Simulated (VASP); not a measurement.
Data:

```
CELL_PARAMETERS angstrom
      4.11767     2.05669     2.05669
      2.05669     4.11767     2.05669
      2.05669     2.05669     4.11767
ATOMIC_POSITIONS crystal
  Ni 0.00000 0.00000 0.00000
  Ni 0.50000 0.50000 0.50000
  O  0.25000 0.25000 0.25000
  O  0.75000 0.75000 0.75000
```
Starting moments (μB, in the order of the record's atoms Ni Ni O O): 1.3 -1.3 0.0 0.0.

Computed with PBEsol GGA, VASP's PBE PAW potentials (set 64) (plane waves; VASP 6.6.1). Run with 600 eV cut-off, 8×8×8 Γ-centred mesh, Gaussian smearing of 0.050 eV, potentials Ni O.

Energy and stress use the plane-wave basis of the starting cell.

The ions, cell shape and volume at an external pressure of 15.0 GPa are relaxed. Predict the relaxed structure.

```
CELL_PARAMETERS angstrom
      4.02222     1.99478     1.99478
      1.99478     4.02222     1.99478
      1.99478     1.99478     4.02222
ATOMIC_POSITIONS crystal
  Ni 0.00000 0.00000 0.00000
  Ni 0.50000 0.50000 0.50000
  O  0.25000 0.25000 0.25000
  O  0.75000 0.75000 0.75000
```
Space group R-3m (166), at a tolerance of 0.03 Å. The cell ends with 0.00 μB, on the sites 1.22 -1.22 0.00 0.00 μB.

How do energy and volume change from the first to the last step?

The energy (σ→0) changes by +22.3 meV/atom and the volume by -5.8 %, in 6 ionic steps.

The compound is NiO in the rock salt, AFM-II order structure. This run relaxes it under an external pressure of 15 GPa. Symmetry was kept, so distortions that lower it aren't found.
